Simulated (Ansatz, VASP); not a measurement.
# SiSnAs2 (CuAu-ordered zincblende type (invented)) in two plane-wave programs, part 2 of 2

One calculation is typed for both programs; each brings its own data sets. How far apart do they land? The cell is generated by rule, not measured, and may not be a known phase. Of the first pair: The two relaxations start from unlike cells of this crystal (the structure described is Ansatz's start), so only their ends are compared.

VASP 6.6.1 and Ansatz 0.2.0.

So far: The structure; VASP: relaxation of cell and atoms, PBEsol, pair 1; Ansatz: relaxation of cell and atoms, PBEsol, pair 1; Differences.

## Step 5: Ansatz: relaxation of cell and atoms, PBEsol, pair 2

Level of this step: Ansatz beside VASP: Kohn-Sham DFT, plane waves, PBEsol (Ansatz).

The relaxed volume is the usual yardstick between codes: in a stiff, nearly cubic crystal its relative difference is about their pressure difference at one cell divided by the bulk modulus. Its start cell is another than that of the pair before, and may be another structure of the material.

The cell is taken from a series of runs on this material, whose earlier steps may have relaxed, scaled, displaced or heated it; both programs get it as it stands.

input.yaml reads:

```yaml
crystal:
  lattice:
    - [3.8800043663, 0.0, 0.0]
    - [0.0, 3.8800043663, 0.0]
    - [0.0, 0.0, 6.8354643956]
  atoms:
    - { symbol: Sn, position: [0.0, 0.0, 0.0] }
    - { symbol: Si, position: [0.5, 0.5, 0.5] }
    - { symbol: As, position: [0.0, 0.5, 0.2915819609] }
    - { symbol: As, position: [0.5, 0.0, 0.7084180391] }
kpoints:
  mp_grid: { grid: [12, 12, 6] }
hamiltonian:
  xc: pbesol
scf:
  occupations: { method: gaussian, width: 0.1 }
output:
  forces: true
  stress: true
  eigenvalues: true
relax:
  adjacent_minimum: "off"
  f_tol: 0.005
  max_steps: 80
  cell: { stress_tol: 0.05 }
```

On the command line:

```bash
$ ansatz run input.yaml --threads 2 --pin off --max-ram 5120MiB --backend cpu --events-out ev --progress --plain --runs-dir out
```

Numbers of over 12 decimals in the logs are rounded to 6 here.

The log of the run:

```text
[...]
Crystal: 4 atoms, lattice volume = 102.904 Å³
Basis set: ecut = 420 eV, 2015 PW (Γ), exchange–correlation on 54×54×96 points (8 copies of the dense FFT grid, shifted against one another)
Bands: 29, of which v1, the nominal top of the filled ones, is band 24 counted from 1 (23 counted from 0)
Symmetry: 8 space group operations
[...]
k-points: 112 of 864 (time reversal used)
[...]
--- Relaxed structure (3 steps of the walk, 3 accepted, 1 SCFs on fresh bases) ---
[...]
cell:  # Å, volume = 102.7013 Å³
    - [3.869060, 0, -1.3080498733520027e-18]
    - [0, 3.869060, 0]
    - [-2.304411926601265e-18, 0, 6.860647]
  atoms:
    - { symbol: Sn, position: [0, 0, 0] }
    - { symbol: Si, position: [0.5, 0.5, 0.5] }
    - { symbol: As, position: [0, 0.5, 0.290838] }
    - { symbol: As, position: [0.5, 0, 0.709162] }
[key lines of the parts left out:]
SCF converged after 4 iterations
Free energy (F): -16196.455694 eV
Fermi energy:    8.014984 eV
P = ⅓ Tr σ = -0.0119 GPa (-0.119 kbar)
```

## Step 6: VASP: relaxation of cell and atoms, PBEsol, pair 2

The same cell, functional, mesh and smearing now go to VASP, with its own data sets.

INCAR reads:

```
SYSTEM = SiSnAs2
PREC = Accurate
ENCUT = 500
EDIFF = 1E-07
NELM = 120
ISMEAR = 0
SIGMA = 0.1
LREAL = .FALSE.
ALGO = Normal
GGA = PS
NBANDS = 20
LORBIT = 11
LWAVE = .FALSE.
LCHARG = .FALSE.
ISIF = 3
IBRION = 2
NSW = 80
EDIFFG = -0.005
LASPH = .TRUE.
GGA_COMPAT = .FALSE.
NELMIN = 4
KPAR = 2
```

POSCAR reads:

```
SiSnAs2
1.0
    3.8800040000      0.0000000000      0.0000000000
    0.0000000000      3.8800040000      0.0000000000
    0.0000000000      0.0000000000      6.8354640000
Sn Si As
1 1 2
Direct
    0.0000000000      0.0000000000      0.0000000000
    0.5000000000      0.5000000000      0.5000000000
    0.0000000000      0.5000000000      0.2915819614
    0.5000000000      0.0000000000      0.7084180386
```

KPOINTS reads:

```
Automatic mesh
0
Gamma
12 12 6
0 0 0
```

The projector-augmented-wave data sets are Sn_d, Si and As (PBE family, release 64).

On the command line:

```bash
$ mpirun -np 2 vasp_std
```

The log of the run:

```text
[banner, memory and clock lines left out]
running    2 mpi-ranks, on    1 nodes
[...]
[... a notice as in an earlier step ...]

 LDA part: xc-table for (Slater+PW92), standard interpolation
 POSCAR, INCAR and KPOINTS ok, starting setup
[...]
entering main loop
       N       E                     dE             d eps       ncg     rms          rms(c)
DAV:   1     0.184176071236E+03    0.18418E+03   -0.12214E+04  4516   0.140E+03
DAV:   2     0.122606022777E+01   -0.18295E+03   -0.17588E+03  4716   0.348E+02
DAV:   3    -0.188815756389E+02   -0.20108E+02   -0.19384E+02  5568   0.106E+02
DAV:   4    -0.196545552038E+02   -0.77298E+00   -0.76604E+00  5420   0.208E+01
[...]
DAV:  11    -0.193493580983E+02   -0.69965E-05   -0.18090E-05  5284   0.313E-02    0.694E-03
DAV:  12    -0.193493582710E+02   -0.17276E-06   -0.12798E-06  5940   0.829E-03    0.308E-03
DAV:  13    -0.193493582085E+02    0.62591E-07   -0.31534E-07  5120   0.326E-03
   1 F= -.19349358E+02 E0= -.19343572E+02  d E =-.193494E+02
[... from here on, the cycles between the ionic steps are left out ...]
   2 F= -.19350098E+02 E0= -.19344251E+02  d E =-.739639E-03
   3 F= -.19350098E+02 E0= -.19344252E+02  d E =-.739757E-03
   4 F= -.19350333E+02 E0= -.19344482E+02  d E =-.235475E-03
   5 F= -.19350424E+02 E0= -.19344570E+02  d E =-.325798E-03
[...]
reached required accuracy - stopping structural energy minimisation
```

Parts of OUTCAR (step 6):

```text
  Total       -0.0098794     -0.0098794      0.0074928      0.0000000      0.0000000      0.0000000
  in kB       -0.1536286     -0.1536286      0.1165163      0.0000000      0.0000000      0.0000000
  external PRESSURE =      -0.0635803 kB  Pullay stress =       0.0000000 kB

 POSITION                                       TOTAL-FORCE (eV/Angst)
 -----------------------------------------------------------------------------------
      3.87506      0.00000      0.00000         0.000000      0.000000      0.000000
      1.93753      1.93753      3.43071        -0.000000     -0.000000      0.000000
      0.00000      1.93753      1.99246         0.000000      0.000000      0.002338
      1.93753      0.00000      4.86895        -0.000000      0.000000     -0.002338
 -----------------------------------------------------------------------------------
    total drift:                                0.000000      0.000000     -0.000000

  FREE ENERGIE OF THE ION-ELECTRON SYSTEM (eV)
  ---------------------------------------------------
  free  energy   TOTEN  =       -19.3504237635 eV

  energy  without entropy=      -19.3387163183  energy(sigma->0) =      -19.34457004

[... 1 part as in an earlier step ...]

[... 3 further parts left out ...]
[key lines of the parts left out:]
E-fermi :   4.9686
```

## Step 7: Differences

What differs besides the data sets and the points named for the pairs above, as far as they apply: the data sets hold 48 valence electrons in Ansatz (on its default PAW (the set named soft_2) files) and 28 in VASP. Total energies have different zeros and are not compared.

The two programs side by side:

| quantity | Ansatz | VASP | difference |
| --- | --- | --- | --- |
| volume (Å³) | 102.70 | 103.03 | -0.32 % |
| edge a after relaxation, in the typed setting (Å) | 3.869 | 3.875 | -0.15 % |
| edge c after relaxation, in the typed setting (Å) | 6.861 | 6.861 | -0.01 % |

## Step 8: Results

| Property | Result |
| --- | --- |
| difference in volume (relaxation of cell and atoms, PBEsol, pair 1) | -0.31 % |
| difference in volume (relaxation of cell and atoms, PBEsol, pair 2) | -0.32 % |

What this shows: The difference in volume is -0.32 % (relaxation of cell and atoms, PBEsol, pair 2), within the 1.2 % picked in this series as the mark of a large difference, as far as the stopping tolerances let one tell. The data sets hold unlike numbers of valence electrons (48 in Ansatz and 28 in VASP), so part of the differences comes from the potentials. Such differences can come from data sets, numerical settings and the points named under the comparisons, not from the functional's error against experiment.

[Lines on the potential files, build, host, timing and source positions are cut from VASP's logs without a mark.]

[Logs are printed without paths, hosts, clocks, repeated set-up lines and the standing remarks that a program may print on its own settings, such as how far it seeks lower states.]

[Hosts, paths, dates, database ids (printed as entryN), source tags and the programs' standing remarks are cut or masked in the printed files.]
